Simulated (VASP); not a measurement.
A convergence study with VASP on Mo (bcc): one setting is varied, all else stays as given below, so the limit is that of these other settings. Each run relaxes cell and ions from the cell shown.

```
Mo
1.0
   -1.57500     1.57500     1.57500
    1.57500    -1.57500     1.57500
    1.57500     1.57500    -1.57500
Mo
1
Direct
  0.00000   0.00000   0.00000
```

Method: LDA (Ceperley-Alder, Perdew-Zunger), VASP's LDA PAW potentials (set 64) (plane waves; VASP). The tightest run used: 550 eV cut-off, 21×21×21 Γ-centred mesh, first-order Methfessel-Paxton smearing of 0.10 eV, potentials Mo_sv.

```json
[
 {"setting": "2×2×2 mesh", "relaxed volume (Å³/atom)": "15.651", "E (eV/atom)": "-10.7925", "irreducible k-points": "3"},
 {"setting": "3×3×3 mesh", "relaxed volume (Å³/atom)": "15.860", "E (eV/atom)": "-11.5322", "irreducible k-points": "4"},
 {"setting": "4×4×4 mesh", "relaxed volume (Å³/atom)": "15.174", "E (eV/atom)": "-12.0882", "irreducible k-points": "8"},
 {"setting": "5×5×5 mesh", "relaxed volume (Å³/atom)": "14.977", "E (eV/atom)": "-12.1684", "irreducible k-points": "10"}
]
```

Q: These are the cheaper rows. Estimate the results at 21×21×21 mesh, and how far the last row shown lies from them.

A: 
```
quantity                  tightest run  last row shown is off by
------------------------  ------------  ------------------------
relaxed volume (Å³/atom)        15.117                    -0.140
E (eV/atom)                   -12.1295                   -0.0389
```

Left out are rungs that failed or repeat a setting and relaxations that didn't move; long series are thinned to 24 rows.

The compound is Mo in the bcc structure.
